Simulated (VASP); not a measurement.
Input:

```
CELL_PARAMETERS angstrom
      3.25000     0.00000     0.00000
      0.00000     3.25000     0.00000
      0.00000     0.00000     3.25000
ATOMIC_POSITIONS crystal
  In 0.50000 0.50000 0.50000
  Pd 0.00000 0.00000 0.00000
```

Computed with TPSS meta-GGA, VASP's PBE PAW potentials (set 64) (plane waves; VASP). Numerical set-up: 520 eV cut-off, 10×10×10 Γ-centred mesh, first-order Methfessel-Paxton smearing of 0.10 eV, potentials In_d Pd.

### Question
The ions, cell shape and volume are relaxed. Give the cell that the relaxation ends in.

### Answer

```
CELL_PARAMETERS angstrom
      3.27019     0.00000     0.00000
      0.00000     3.27019     0.00000
      0.00000     0.00000     3.27019
ATOMIC_POSITIONS crystal
  In 0.50000 0.50000 0.50000
  Pd 0.00000 0.00000 0.00000
```
Space group Pm-3m (221), at a tolerance of 0.03 Å.

### Question
How do energy and volume change from the first to the last step?

### Answer
The energy (σ→0) changes by -2.6 meV/atom and the volume by +1.9 %, in 3 ionic steps.

The compound is PdIn in the CsCl type structure. This run relaxes it. Symmetry was kept, so distortions that lower it aren't found. The electron count is odd and the run is not spin-polarised, which forces a metal.
